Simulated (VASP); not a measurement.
Consider the following.

```
CELL_PARAMETERS angstrom
      3.99759     0.00000     0.00000
     -1.99880     3.46201     0.00000
      0.00000     0.00000     6.59938
ATOMIC_POSITIONS crystal
  Ge 0.66300 0.32336 0.06755
  Ge 0.33388 0.67628 0.94067
  Ge 0.32874 0.66460 0.56040
  Ge 0.67438 0.33576 0.43138
```

Calculation: PBEsol GGA, VASP's PBE PAW potentials (set 64) (plane waves; VASP). Numerical set-up: 300 eV cut-off, 5×5×3 Γ-centred mesh, Fermi-Dirac smearing of 0.10 eV, potentials Ge_d.

At this cut-off the stress carries a Pulay error, which pulls relaxed volumes low.

**Question.** Which forces act on the atoms, in eV/Å?

**Answer.** 
```json
[
 {"atom": "Ge1", "Fx": "-0.177", "Fy": "0.718", "Fz": "-0.488"},
 {"atom": "Ge2", "Fx": "0.180", "Fy": "-0.728", "Fz": "-0.311"},
 {"atom": "Ge3", "Fx": "0.391", "Fy": "0.192", "Fz": "0.206"},
 {"atom": "Ge4", "Fx": "-0.395", "Fy": "-0.182", "Fz": "0.592"}
]
```

**Question.** Give the stress tensor in GPa (positive for a compressed cell).

**Answer.** 
```
-1.89   0.77   0.26
 0.77  -0.49   0.93
 0.26   0.93  -1.05
```
The pressure is its mean diagonal, -1.14 GPa.

The structure comes from a computed database's Ge entry; how it stands against other phases isn't given here. The cell was not relaxed at this level, atoms are displaced from their ideal sites. The k-mesh is coarse (spacing up to 0.36 per Å, 2π included), so the numbers may not be converged in it.
